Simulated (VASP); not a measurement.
Given:

```xyz
16
Lattice="5.2802 0.0000 0.0002 0.0000 5.1895 0.0000 -0.2004 0.0000 7.5830" Properties=species:S:1:pos:R:3 pbc="T T T"
W      3.7968     1.3805     5.4610
W      1.2830     3.8091     2.1221
W      1.1827     3.9753     5.9136
W      3.8970     1.2143     1.6695
O      2.3821     0.1751     1.6436
O      2.6977     5.0145     5.9395
O      2.7979     2.7698     2.1480
O      2.2819     2.4197     5.4351
O      1.3270     3.5512     0.0619
O      3.7528     1.6383     7.5213
O      3.8530     0.9564     3.7298
O      1.2268     4.2331     3.8533
O      0.0173     0.1984     5.9403
O      5.0625     4.9911     1.6428
O      4.9623     2.7932     5.4343
O      0.1175     2.3964     2.1489
```

The numbers are results of LDA (Ceperley-Alder, Perdew-Zunger), VASP's LDA PAW potentials (set 64) (plane waves; VASP), not measurements. Settings: LREAL = Auto, 520 eV cut-off, Gaussian smearing of 0.050 eV, potentials W_sv O.

Unless said otherwise, spin-orbit coupling is left out, though it shifts the bands of the heavy elements here.

Problem. Give the energies of bands 55 to 68 at the high-symmetry points, in eV from the valence-band maximum.

Solution. 
| band | Γ | Z | D | B | A | E | C2 | Y2 |
|---|---|---|---|---|---|---|---|---|
| 55 | -1.06 | -1.59 | -0.75 | -1.16 | -0.81 | -1.83 | -1.74 | -1.59 |
| 56 | -1.05 | -1.59 | -0.75 | -1.16 | -0.81 | -1.83 | -1.74 | -1.57 |
| 57 | -1.00 | -0.61 | -0.71 | -0.86 | -0.72 | -1.33 | -1.40 | -0.73 |
| 58 | -0.96 | -0.61 | -0.71 | -0.86 | -0.72 | -1.33 | -1.40 | -0.67 |
| 59 | -0.86 | -0.56 | -0.55 | -0.57 | -0.59 | -1.29 | -1.04 | -0.57 |
| 60 | -0.86 | -0.56 | -0.55 | -0.57 | -0.59 | -1.29 | -1.04 | -0.51 |
| 61 | -0.39 | -0.48 | -0.50 | -0.54 | -0.54 | -0.53 | -0.94 | -0.48 |
| 62 | -0.06 | -0.48 | -0.50 | -0.54 | -0.54 | -0.53 | -0.94 | -0.46 |
| 63 | -0.06 | -0.27 | -0.40 | -0.01 | -0.47 | -0.53 | -0.03 | -0.43 |
| 64 | 0.00 | -0.27 | -0.40 | -0.01 | -0.47 | -0.53 | -0.03 | -0.41 |
| 65 | 1.58 | 3.26 | 3.76 | 1.64 | 3.58 | 3.14 | 1.73 | 3.18 |
| 66 | 1.68 | 3.26 | 3.76 | 1.64 | 3.58 | 3.14 | 1.73 | 3.30 |
| 67 | 1.71 | 3.48 | 3.77 | 3.08 | 3.80 | 3.17 | 3.92 | 3.43 |
| 68 | 1.99 | 3.48 | 3.77 | 3.08 | 3.80 | 3.17 | 3.92 | 3.48 |

The gap is direct, 1.58 eV, from the valence maximum at B-Γ at 0.88 to the conduction minimum at B-Γ at 0.88.

The structure comes from a computed database's WO3 entry (P2_1/c); how it stands against other phases isn't given here. It was relaxed first.
